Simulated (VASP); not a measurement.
InAs (zinc blende): the lattice constant a from VASP (plane waves, PAW) at several levels of theory. Static lattice.

| level | lattice constant a (Å) | error against measurement |
|---|---|---|
| LDA | 6.032 | -0.2 % |
| PBE | 6.190 | +2.4 % |
| PBEsol | 6.092 | +0.7 % |
| RPBE | 6.258 | +3.5 % |
| AM05 | 6.105 | +1.0 % |
| PBE-D3(BJ) | 6.114 | +1.1 % |
| PBE-D4 | 6.112 | +1.1 % |
| optB88-vdW | 6.180 | +2.2 % |
| rev-vdW-DF2 | 6.153 | +1.7 % |
| SCAN | 6.098 | +0.8 % |
| r2SCAN | 6.110 | +1.0 % |
| r2SCAN+rVV10 | 6.088 | +0.7 % |

Measured: 6.047 Å at 0 K (as given by Daniel Mejia-Rodriguez et al., Physical Review B (2018), arXiv:1807.09216; static lattice: zero-point anharmonic expansion removed).

The cell of the LDA run:

```yaml
crystal:
  lattice:
    - [0.00000, 3.01617, 3.01617]
    - [3.01617, 0.00000, 3.01617]
    - [3.01617, 3.01617, 0.00000]
  atoms:
    - { symbol: In, position: [0.00000, 0.00000, 0.00000] }
    - { symbol: As, position: [0.25000, 0.25000, 0.25000] }
```

Only levels that ran to the end are used. Left out are those held back, those with too coarse a band path, GW runs whose mesh misses a band edge, hybrids' fits of cells that aren't cubic and levels without matching references; a question may draw on a part of the rest.

The compound is InAs in the zinc blende structure.
